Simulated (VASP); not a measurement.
An input for Ansatz (written as the equivalent of a VASP run, and not itself run):

Ansatz 0.2 input:
```yaml
crystal:
  lattice:
    - [2.7610496, 0.0000000, 0.0000000]
    - [-1.3805248, 2.3911391, 0.0000000]
    - [0.0000000, 0.0000000, 3.8800851]
  atoms:
    - { symbol: V, position: [0.0000000, 0.0000000, 0.0000000] }
    - { symbol: Si, position: [0.6666670, 0.3333330, 0.5000000] }
kpoints:
  mp_grid: { grid: [17, 17, 11] }
hamiltonian:
  xc: pbesol
  pseudopotentials: { kind: paw }
scf:
  occupations: { method: tetrahedron }
  max_iter: 100
output: { forces: true, stress: true, eigenvalues: true }
```

**Question.** Write the VASP files for the same calculation (PBEsol).

**Answer.** One answer among several that fit: 
File KPOINTS:
```
Automatic
0
G
 17 17 11
0 0 0
```

### INCAR
```
ALGO  =  Normal
EDIFF  =  1E-7
ENCUT  =  400
GGA  =  PS
ISIF  =  2
ISMEAR  =  -5
LASPH  =  .TRUE.
LCHARG  =  .TRUE.
LMAXMIX  =  4
LORBIT  =  11
LREAL  =  .FALSE.
LWAVE  =  .FALSE.
NEDOS  =  601
NELM  =  100
PREC  =  Accurate
SYSTEM  =  VSi
```

File POSCAR:
```
VSi
1
    2.7610495867     0.0000000000     0.0000000000
   -1.3805247934     2.3911390540     0.0000000000
    0.0000000000    -0.0000000000     3.8800851468
V Si
1 1
Direct
  0.0000000000   0.0000000000   0.0000000000
  0.6666670000   0.3333330000   0.5000000000
```

POTCAR, in this order: V_sv Si (PBE.64 set). Program: vasp_std.

Limits of the translation: each code has its own PAW files, so the cut-off isn't converted (ENCUT is set for VASP's; basis.ecutwfc is left out, and Ansatz then takes the one that its files recommend); Ansatz stops its SCF on the density residual and VASP on the energy change (EDIFF).

The structure was generated: VSi was put into the WC type (P-6m2), which need not be its known phase. It was relaxed first, which changed the volume by -15 %.
